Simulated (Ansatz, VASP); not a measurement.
# Ta2Ge in two plane-wave programs

Wanted: the spread between two codes on one cell, functional and k mesh. The cell is generated by rule, not measured, and may not be a known phase. The cell comes out of the VASP series on this material, whose earlier steps may have relaxed, scaled or displaced it; both programs get it as it stands.

Method: plane waves, with VASP 6.6.1 beside it; single point at PBEsol and band structure at PBEsol, spin-orbit coupling, in Ansatz 0.2.0.

**1. Set-up**

The structure is tetragonal, space group P4/mmm (No. 123). Conventional cell: a = 2.724 Å, b = 2.724 Å, c = 7.879 Å, α = 90.00°, β = 90.00°, γ = 90.00°. Ta has 1 Ge at 2.58 Å and 5 Ta at 2.71 to 2.72 Å nearest. Nearest to Ge lie 2 Ta at 2.58 Å and 4 Ge at 2.72 Å. Farther neighbours are not listed.

Coordinates:

```xyz
3
Lattice="2.7236 0.0000 0.0000 0.0000 2.7236 0.0000 0.0000 0.0000 7.8795" Properties=species:S:1:pos:R:3 pbc="T T T"
Ta    1.3618    1.3618    1.3558
Ta    1.3618    1.3618    6.5237
Ge    1.3618    1.3618    3.9397
```

**2. VASP: single point, PBEsol**

With cell and atoms fixed, the geometry can't cause a difference; cores, projectors, grids and the points listed under the comparison can.

Lines of VASP's logs that name or quote its potential files are left out, and so is its time.

Contents of INCAR:

```
SYSTEM = Ta2Ge
PREC = Accurate
ENCUT = 410
EDIFF = 1E-06
NELM = 100
ISMEAR = -5
SIGMA = 0.05
LREAL = .FALSE.
ALGO = Normal
GGA = PS
NBANDS = 31
LORBIT = 11
LWAVE = .FALSE.
LCHARG = .FALSE.
NEDOS = 2001
```

Contents of POSCAR:

```
Ta2Ge
1.0
    2.7236275156      0.0000000000      0.0000000000
    0.0000000000      2.7236275156      0.0000000000
    0.0000000000      0.0000000000      7.8794908950
Ta Ge
2 1
Direct
    0.5000000000      0.5000000000      0.1720717401
    0.5000000000      0.5000000000      0.8279282599
    0.5000000000      0.5000000000      0.5000000000
```

Contents of KPOINTS:

```
Automatic mesh
0
Gamma
14 14 5
0 0 0
```

Potentials, in the order of the species: Ta_pv and Ge_d (PBE family, release 64).

Started as:

```console
mpirun -np 1 vasp_std
```

Numbers of over 12 decimals in the logs are rounded to 6 here.

The program printed:

```text
[banner, memory and clock lines left out]
running    1 mpi-ranks, on    1 nodes
 distrk:  each k-point on    1 cores,    1 groups
 distr:  one band on    1 cores,    1 groups

 POSCAR found type information on POSCAR TaGe
 POSCAR found :  2 types and       3 ions
|                                                                             |
|               ----> ADVICE to this user running VASP <----                  |
|                                                                             |
|     You enforced a specific xc type in the INCAR file but a different       |
|     [... a line on the potential file left out ...]
|     I HOPE YOU KNOW WHAT YOU ARE DOING!                                     |
|                                                                             |

 LDA part: xc-table for (Slater+PW92), standard interpolation
 POSCAR, INCAR and KPOINTS ok, starting setup
 FFT: planning ... GRIDC
 FFT: planning ... GRID_SOFT
 FFT: planning ... GRID
 WAVECAR not read
 entering main loop
       N       E                     dE             d eps       ncg     rms          rms(c)
DAV:   1     0.290492159177E+03    0.29049E+03   -0.16272E+04  8638   0.202E+03
DAV:   2    -0.653459546989E+00   -0.29115E+03   -0.27793E+03  7009   0.523E+02
DAV:   3    -0.277034780746E+02   -0.27050E+02   -0.26580E+02  7923   0.101E+02
DAV:   4    -0.284595010644E+02   -0.75602E+00   -0.75524E+00  7652   0.179E+01
DAV:   5    -0.284711148962E+02   -0.11614E-01   -0.11615E-01  8336   0.244E+00    0.175E+01
DAV:   6    -0.278226833241E+02    0.64843E+00   -0.65484E-01  7709   0.525E+00    0.867E+00
DAV:   7    -0.276481966201E+02    0.17449E+00   -0.43303E-01  7987   0.446E+00    0.734E-01
DAV:   8    -0.276442789444E+02    0.39177E-02   -0.27558E-02  7970   0.105E+00    0.386E-01
DAV:   9    -0.276427533664E+02    0.15256E-02   -0.28625E-03  8303   0.396E-01    0.129E-01
DAV:  10    -0.276426130769E+02    0.14029E-03   -0.44746E-04  8061   0.133E-01    0.362E-02
DAV:  11    -0.276426287668E+02   -0.15690E-04   -0.24492E-05  8868   0.437E-02    0.157E-02
DAV:  12    -0.276426344326E+02   -0.56657E-05   -0.14515E-06  5557   0.991E-03    0.234E-03
DAV:  13    -0.276426335536E+02    0.87898E-06   -0.47499E-07  4587   0.861E-03
   1 F= -.27642634E+02 E0= -.27642634E+02  d E =0.000000E+00
|                                                                             |
|           W    W    AA    RRRRR   N    N  II  N    N   GGGG   !!!           |
|           W    W   A  A   R    R  NN   N  II  NN   N  G    G  !!!           |
|           W    W  A    A  R    R  N N  N  II  N N  N  G       !!!           |
|           W WW W  AAAAAA  RRRRR   N  N N  II  N  N N  G  GGG   !            |
|           WW  WW  A    A  R   R   N   NN  II  N   NN  G    G                |
|           W    W  A    A  R    R  N    N  II  N    N   GGGG   !!!           |
|                                                                             |
|     Tetrahedron method does not include variations of the Fermi             |
|     occupations, so forces and stress will be inaccurate. We suggest        |
|     using a different smearing scheme ISMEAR = 1 or 2 for metals in         |
|     relaxations.                                                            |
|                                                                             |
```

From OUTCAR (step 2):

```text
ion  position               nearest neighbor table
   1  0.500  0.500  0.172-   3 2.58   2 2.71
   2  0.500  0.500  0.828-   3 2.58   1 2.71
   3  0.500  0.500  0.500-   1 2.58   2 2.58

  LATTYP: Found a simple tetragonal cell.
 ALAT       =     2.7236275156
 C/A-ratio  =     2.8930133984

 Subroutine GETGRP returns: Found 16 space group operations
 (whereof 16 operations were pure point group operations)

The static configuration has the point symmetry D_4h.

 Found    108 irreducible k-points:

   k-points           NKPTS =    108   k-points in BZ     NKDIM =    108   number of bands    NBANDS=     31

   dimension x,y,z NGX =    18 NGY =   18 NGZ =   54
   dimension x,y,z NGXF=    36 NGYF=   36 NGZF=  108

   ENCUT  =  410.0 eV  30.13 Ry    5.49 a.u.   4.50  4.50 13.01*2*pi/ulx,y,z

   NELECT =      36.0000    total number of electrons

 k-points in reciprocal lattice and weights: Automatic mesh
   0.00000000  0.00000000  0.00000000       0.001
   0.07142857  0.00000000  0.00000000       0.004
   0.14285714  0.00000000  0.00000000       0.004
   0.21428571  0.00000000  0.00000000       0.004
   0.28571429  0.00000000  0.00000000       0.004
   0.35714286  0.00000000  0.00000000       0.004
   0.42857143  0.00000000  0.00000000       0.004
   0.50000000  0.00000000  0.00000000       0.002
   0.07142857  0.07142857  0.00000000       0.004
[...]
0.50000000  0.42857143  0.40000000       0.008
   0.50000000  0.50000000  0.40000000       0.002

 average (electrostatic) potential at core
       1 -36.7379       2 -36.7379       3 -73.4543

 E-fermi :   5.2565

 k-point     1 :       0.0000    0.0000    0.0000
  band No.  band energies     occupation
    ...
     14      -0.5010      2.00000
     15       2.3789      2.00000
     16       2.7067      2.00000
     17       3.2104      2.00000
     18       3.4972      2.00000
     19       7.9992      0.00000
     20       7.9992      0.00000
     21       9.0763      0.00000
     22      10.0304      0.00000
     23      10.0304      0.00000
    ...

 k-point     2 :       0.0714    0.0000    0.0000
  band No.  band energies     occupation
    ...
     14      -0.3605      2.00000
     15       2.4927      2.00000
     16       2.8371      2.00000
     17       3.3574      2.00000
     18       3.5289      2.00000
     19       7.2789      0.00000
     20       8.0368      0.00000
     21       9.5940      0.00000
     22       9.6692      0.00000
     23      10.0549      0.00000
    ...

 k-point     3 :       0.1429    0.0000    0.0000
  band No.  band energies     occupation
    ...
     14       0.0225      2.00000
     15       2.7611      2.00000
     16       3.1574      2.00000
     17       3.6523      2.00000
     18       3.8618      2.00000
     19       6.2254      0.00000
     20       8.1435      0.00000
     21       8.8154      0.00000
     22       9.2151      0.00000
     23      10.1154      0.00000
    ...

  Total        0.0622686      0.0622686     -0.4957523      0.0000000     -0.0000000      0.0000000
  in kB        1.7068148      1.7068148    -13.5888194      0.0000000     -0.0000000      0.0000000
  external PRESSURE =      -3.3917299 kB  Pullay stress =       0.0000000 kB

  energy-cutoff  :      410.00
  volume of cell :       58.45
      direct lattice vectors                 reciprocal lattice vectors
     2.723627516  0.000000000  0.000000000     0.367157401  0.000000000  0.000000000
     0.000000000  2.723627516  0.000000000     0.000000000  0.367157401  0.000000000
     0.000000000  0.000000000  7.879490895     0.000000000  0.000000000  0.126911753

 POSITION                                       TOTAL-FORCE (eV/Angst)
 -----------------------------------------------------------------------------------
      1.36181      1.36181      1.35584        -0.000000      0.000000     -0.064083
      1.36181      1.36181      6.52365         0.000000      0.000000      0.064083
      1.36181      1.36181      3.93975         0.000000      0.000000      0.000000
 -----------------------------------------------------------------------------------
    total drift:                                0.000000      0.000000      0.000000

  FREE ENERGIE OF THE ION-ELECTRON SYSTEM (eV)
  ---------------------------------------------------
  free  energy   TOTEN  =       -27.6426335536 eV

  energy  without entropy=      -27.6426335536  energy(sigma->0) =      -27.64263355

 total charge
# of ion       s       p       d       tot
------------------------------------------
    1        0.403   6.109   2.474   8.987
    2        0.403   6.109   2.474   8.987
    3        1.194   1.140  10.037  12.371
--------------------------------------------------
tot          2.001  13.359  14.984  30.344

[... 3 further parts left out ...]
```

The PAW data sets were made with PBE, which is usual practice but a small mismatch for other functionals. With tetrahedra the forces and stress of a metal are not exact derivatives of the energy.

**3. Ansatz: single point, PBEsol**

Ansatz runs on its default PAW (the set named soft_2) files.

The same cell, functional, mesh and smearing now go to Ansatz, which takes its cutoff from its data sets.

Contents of input.yaml:

```yaml
crystal:
  lattice:
    - [2.7236275156, 0.0, 0.0]
    - [0.0, 2.7236275156, 0.0]
    - [0.0, 0.0, 7.879490895]
  atoms:
    - { symbol: Ta, position: [0.5, 0.5, 0.1720717401] }
    - { symbol: Ta, position: [0.5, 0.5, 0.8279282599] }
    - { symbol: Ge, position: [0.5, 0.5, 0.5] }
hamiltonian:
  xc: pbesol
  pseudopotentials: { kind: paw }
kpoints:
  mp_grid: { grid: [14, 14, 5] }
scf:
  occupations: { method: tetrahedron }
output:
  forces: true
  stress: true
```

Started as:

```console
ansatz run input.yaml --threads 2 --pin off --max-ram 4608MiB --backend cpu --events-out ev --progress --plain --runs-dir out
```

The program printed:

```text
Warning: output.forces, output.stress, relax.cell or npt_langevin: where a Kohn–Sham band that disperses or a degenerate level is filled in part under the method tetrahedron, the forces or the stress that this run publishes need not agree with its energy (scf.occupations.method in the input reference, under Limitations); prefer a smearing scheme for the forces or the stress
Engine: ansatz 0.2.0, aarch64-unknown-linux-gnu
Pseudopotentials: kind: paw
Pseudopotential: Ta, paw, valence charge 13, recommended cutoff 420 eV (normal), Ta.paw.azcp
Pseudopotential: Ge, paw, valence charge 14, recommended cutoff 420 eV (normal), Ge.paw.azcp
Functional definition: PBEsol
  exchange = pbesol_x
  correlation = pbesol_c
Crystal: 3 atoms, lattice volume = 58.451 Å³
Basis set: ecut = 420 eV, 1167 PW (Γ), exchange–correlation on 40×40×108 points (8 copies of the dense FFT grid, shifted against one another)
Bands: 24, of which v1, the nominal top of the filled ones, is band 20 counted from 1 (19 counted from 0)
Symmetry: 16 space group operations
Space group: P4/mmm (ITA 123), of the structure as read, at distance tolerance 3.9e-5 Å
k-points: 108 of 980
Non-local potential: Ta, projectors of the file, l = 0: 3, l = 1: 2, l = 2: 2, l = 3: 1
Non-local potential: Ge, projectors of the file, l = 0: 2, l = 1: 2, l = 2: 3, l = 3: 1
PAW form: soft (Blöchl's): semilocal exchange-correlation on the pseudo side does not see the compensation charge
PAW frozen core: Ta, regenerated for the run's functional, and the local potential with it (the file was generated under x = pbe(κ = 0.804, μ = 0.219515), c = pbe(β = 0.066725))
PAW frozen core: Ge, regenerated for the run's functional, and the local potential with it (the file was generated under x = pbe(κ = 0.804, μ = 0.219515), c = pbe(β = 0.066725))
PAW one-centre angular grid: Ta, 590 points (default); XC on 64 Gauss nodes
PAW one-centre angular grid: Ge, 590 points (default); XC on 64 Gauss nodes
Initial density: superposition of atomic densities (neutral atoms: chi_scale 0, normalization atom), corrected by the library's trained network
Initial wavefunctions: pseudopotential atomic-orbital guess
Functional: x = pbesol(κ = 0.804, μ = 0.123457), c = pbesol(β = 0.046)
SCF iter   1: F=—  HF=-23864.099086 eV  |F-HF|=—  |Δ(HF+E_count)|=         —  Δρ=5.01e-3  dr2=1.44e-2  ethr=1.77e-3  ⟨swp⟩=6.0  Hψ=11809  notcnv=0
preconditioner: auto → Kerker (q_TF=auto, 2.561 Å⁻¹)  [metal: no gap  n_scr=18 (ndim 8)  ℏωp=18.2 eV  f_vac=0.000]
SCF iter   2: F=—  HF=-23864.097909 eV  |F-HF|=—  |Δ(HF+E_count)|=   1.18e-3  Δρ=3.10e-3  dr2=6.36e-3  ethr=3.60e-5  ⟨swp⟩=1.4  Hψ=3569  notcnv=0
SCF iter   3: F=—  HF=-23864.097437 eV  |F-HF|=—  |Δ(HF+E_count)|=   4.72e-4  Δρ=6.96e-4  dr2=4.86e-4  ethr=1.59e-5  ⟨swp⟩=2.1  Hψ=4328  notcnv=0
SCF iter   4: F=—  HF=-23864.097239 eV  |F-HF|=—  |Δ(HF+E_count)|=   1.98e-4  Δρ=3.12e-4  dr2=5.52e-5  ethr=1.21e-6  ⟨swp⟩=2.1  Hψ=4325  notcnv=0
SCF iter   5: F=—  HF=-23864.097237 eV  |F-HF|=—  |Δ(HF+E_count)|=   1.84e-6  Δρ=5.50e-5  dr2=2.37e-6  ethr=1.38e-7  ⟨swp⟩=2.6  Hψ=4069  notcnv=0
SCF iter   6: F=—  HF=-23864.097238 eV  |F-HF|=—  |Δ(HF+E_count)|=   8.92e-7  Δρ=1.63e-5  dr2=2.44e-7  ethr=5.92e-9  ⟨swp⟩=2.1  Hψ=4316  notcnv=0
SCF iter   7: F=-23864.097239 eV  HF=-23864.097239 eV  |F-HF|=5.09e-9  |Δ(HF+E_count)|=   6.49e-7  Δρ=2.97e-6  dr2=9.53e-9  ethr=2.50e-10  ⟨swp⟩=4.0  Hψ=8132  notcnv=0
SCF 1 converged in 7 iterations: F = -23864.097239 eV  dr2 = 9.53e-9
  greatest PAW one-centre occupation: 1.000 electrons in one spin orbital (limit 2), on the Ta atom at site 1 (counted from 0), in its partial waves of l = 0
SCF converged after 7 iterations
Stability not checked: this state was not tested for a lower state beside it, because cold or Methfessel-Paxton smearing, or corrected tetrahedra, fill the levels in a way that the test cannot read (fill_not_monotonic; see scf.lower_state_search)
Free energy (F): -23864.097239 eV
Harris-Foulkes:  -23864.097239 eV  (|F-HF|=5.09e-9)
Internal energy: -23864.097245 eV  (E = F + TS)
E sigma→0 (E₀):  -23864.097239 eV
Entropy (-TS):   0.000006 eV (0.002 meV/atom)
Fermi energy:    14.753848 eV
--- Per-component energies (eV) ---
  E_band       = -374.214120
  E_kinetic    = 842.546921
  E_local      = -3527.619454  (includes V_loc(G=0)·N_el)
  E_nonlocal   = 456.106130
  E_hartree    = 1433.020650
  E_xc         = -507.733598
  E_vxc        = -470.786712  (∫ρ·V_xc dr)
  E_paw        = -18522.746370  (= ΣΔE_a)
  E_vpaw       = -540.503807  (= ΣTr[D̂ρ^β])
  E_aug_tail   = 0.000640  (compensation charges beyond the density's cutoff)
  E_ewald      = -4039.017394
  E_core_change = 1.345229  (= ΣΔE_core)
  E_smearing   = 0.000006  (= −TS)
  E_closure    = -0.000000  (closes the sum)
  Σ components = -23864.097239   (vs F -23864.097239, Δ=0.00e0)
--- Forces (eV/Å), atoms counted from 1 ---
  atom   1  Ta     0.00000000     0.00000000    -0.06814714
  atom   2  Ta     0.00000000     0.00000000     0.06814714
  atom   3  Ge     0.00000000    -0.00000000     0.00000000
  max |Σ_I F_I| component: 2.21e-29 eV/Å
--- Stress (GPa, compression-positive) ---
        0.198287       0.000000       0.000000
        0.000000       0.198287       0.000000
        0.000000       0.000000      -1.261154
  P = ⅓ Tr σ = -0.2882 GPa (-2.882 kbar)
--- Band table (eV; the first three rows and the last of 108) ---
  k-point 0: bands = [... 16 lower, 11.8779, 12.1984, 12.7012, 12.9923, 17.5018, 17.5018, 18.5644, 19.5364]
  k-point 1: bands = [... 16 lower, 11.6592, 12.1998, 12.6994, 13.2222, 17.5577, 17.5577, 18.4879, 19.3741]
  k-point 2: bands = [... 16 lower, 11.2895, 12.2021, 12.6965, 13.5413, 17.6648, 17.6648, 18.3476, 19.1170]
  k-point 107: bands = [... 16 lower, 12.3507, 12.3507, 13.1697, 13.1697, 13.5225, 17.0266, 17.0266, 19.1829]
```

Wall time 2.9 s (2 threads of Arm Neoverse V2, shared host); peak memory 0.41 GiB.

The run ends at a pressure of -0.29 GPa, with forces up to 0.068 eV/Å.

**4. Differences**

Known differences besides the PAW data sets themselves: the data sets hold 40 valence electrons in Ansatz (default PAW (the set named soft_2) files) and 36 in VASP; the cutoff is 420 eV in Ansatz and 410 eV in VASP; Ansatz makes its cores anew for this functional, VASP keeps those of its PBE data sets; VASP leaves aspherical gradient terms in its spheres out (LASPH is not set), Ansatz keeps them. Total energies have different zeros and are not compared.

Both answers:

```
      quantity  Ansatz   VASP  difference
pressure (GPa)   -0.29  -0.34       +0.05
```

Forces (eV/Å; atoms numbered as in POSCAR):

```
atom        Ansatz x, y, z          VASP x, y, z
 Ta1  0.000, 0.000, -0.068  0.000, 0.000, -0.064
 Ta2   0.000, 0.000, 0.068   0.000, 0.000, 0.064
 Ge3   0.000, 0.000, 0.000   0.000, 0.000, 0.000
```

The forces differ by 1.9 meV/Å r.m.s., which is 6.4 % of the r.m.s. force of 0.03 eV/Å (both taken over all components). Ansatz's pressure holds a Pulay correction of 0.04 GPa; VASP's holds none.

**5. Ansatz: band structure, PBEsol, spin-orbit coupling**

Levels along a path test the potential and the projectors away from the mesh points.

The cell comes out of the VASP series on this material, whose earlier steps may have relaxed, scaled or displaced it; both programs get it as it stands.

Contents of input.yaml:

```yaml
crystal:
  lattice:
    - [2.7236275156, 0.0, 0.0]
    - [0.0, 2.7236275156, 0.0]
    - [0.0, 0.0, 7.879490895]
  atoms:
    - { symbol: Ta, position: [0.5, 0.5, 0.1720717401] }
    - { symbol: Ta, position: [0.5, 0.5, 0.8279282599] }
    - { symbol: Ge, position: [0.5, 0.5, 0.5] }
hamiltonian:
  xc: pbesol
  pseudopotentials: { kind: paw_fr }
magnetization:
  noncollinear: true
  spin_orbit: true
kpoints:
  mp_grid: { grid: [8, 8, 3] }
  band_path:
    path:
      - [0.0, 0.0, 0.0]
      - [0.0, 0.13333, 0.0]
      - [0.0, 0.3, 0.0]
      - [0.0, 0.46667, 0.0]
      - [0.1, 0.5, 0.0]
      - [0.26667, 0.5, 0.0]
      - [0.43333, 0.5, 0.0]
      - [0.43333, 0.43333, 0.0]
      - [0.26667, 0.26667, 0.0]
      - [0.1, 0.1, 0.0]
      - [0.0, 0.0, 0.03333]
      - [0.0, 0.0, 0.2]
      - [0.0, 0.0, 0.36667]
      - [0.0, 0.0, 0.5]
      - [0.0, 0.16667, 0.5]
      - [0.0, 0.3, 0.5]
      - [0.0, 0.46667, 0.5]
      - [0.1, 0.5, 0.5]
      - [0.26667, 0.5, 0.5]
      - [0.43333, 0.5, 0.5]
      - [0.43333, 0.43333, 0.5]
      - [0.26667, 0.26667, 0.5]
      - [0.1, 0.1, 0.5]
      - [0.0, 0.5, 0.03333]
      - [0.0, 0.5, 0.2]
      - [0.0, 0.5, 0.36667]
      - [0.5, 0.5, 0.0]
      - [0.5, 0.5, 0.16667]
      - [0.5, 0.5, 0.33333]
      - [0.5, 0.5, 0.5]
    npoints: 1
scf:
  occupations: { method: fermi_dirac, width: 0.05 }
  n_extra_bands: 14
output:
  forces: true
  stress: true
  eigenvalues: true
```

The program printed:

```text
[...]
non-collinear run that drives no moment, with spin-orbit: no starting moment large enough to seed its density (crystal.atoms[].spin), no starting occupations that ask for one, no magnetisation constraint and no magnetic field, so the semilocal B_xc is pinned to zero
Crystal: 3 atoms, lattice volume = 58.451 Å³
[...]
k-point 1: bands = [... 36 lower, 12.6366, 12.6366, 13.4414, 13.4414, 17.4587, 17.4587, 17.7914, 17.7914, ... 10 higher]
  k-point 2: bands = [... 36 lower, 13.0728, 13.0728, 13.1476, 13.1476, 15.9854, 15.9854, 17.6288, 17.6288, ... 10 higher]
  k-point 29: bands = [... 36 lower, 13.2705, 13.2705, 13.5070, 13.5070, 13.7745, 13.7745, 16.6362, 16.6362, ... 10 higher]
[key lines of the parts left out:]
SCF converged after 9 iterations
Magnetization: |M| = 0.0000 μB,  M = (+0.0000, +0.0000, +0.0000) μB
Free energy (F): -23908.372872 eV
Fermi energy:    14.670376 eV
P = ⅓ Tr σ = -0.3033 GPa (-3.033 kbar)
```

Wall time 13 s (2 threads); peak memory 0.56 GiB; 26 s of CPU time.

[end of part 1 of 2]

[Lines on the potential files, build, host, timing and source positions are cut from VASP's logs without a mark.]

[Logs are printed without paths, hosts, clocks, repeated set-up lines and the standing remarks that a program may print on its own settings, such as how far it seeks lower states.]

[Hosts, paths, dates, database ids (printed as entryN), source tags and the programs' standing remarks are cut or masked in the printed files.]
